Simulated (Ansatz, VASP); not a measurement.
**One calculation of PIr, two programs**

```
CELL_PARAMETERS angstrom
0.00000 2.44931 2.44931
2.44931 0.00000 2.44931
2.44931 2.44931 0.00000
ATOMIC_POSITIONS crystal
Ir 0.00000 0.00000 0.00000
P 0.25000 0.25000 0.25000
```

Change from the starting cell: volume scaled by 0.85, LAPW.

Alike in both runs: task single point; functional LDA; k mesh 12 × 12 × 12; occupations fermi-dirac, width 0.05 eV; no spin polarisation.

|  | VASP | Ansatz |
| --- | --- | --- |
| version | VASP 6.6.1 | Ansatz 0.2.0 |
| potentials or method | VASP PAW LDA potentials, release 64 (Ir, P), cutoff 520 eV | all-electron LAPW, scalar-relativistic |

```csv
,VASP,Ansatz,Ansatz less VASP
pressure (GPa),48.2,46.0,-2.20
```

Ansatz ran all-electron here, so the differences hold the error of VASP's frozen core and of both bases.

Caveats: so large a pressure means that the cell lies far from this level's equilibrium, or that cutoff or potentials fall short (VASP). Spin-orbit coupling is left out, which matters for the levels of Ir.
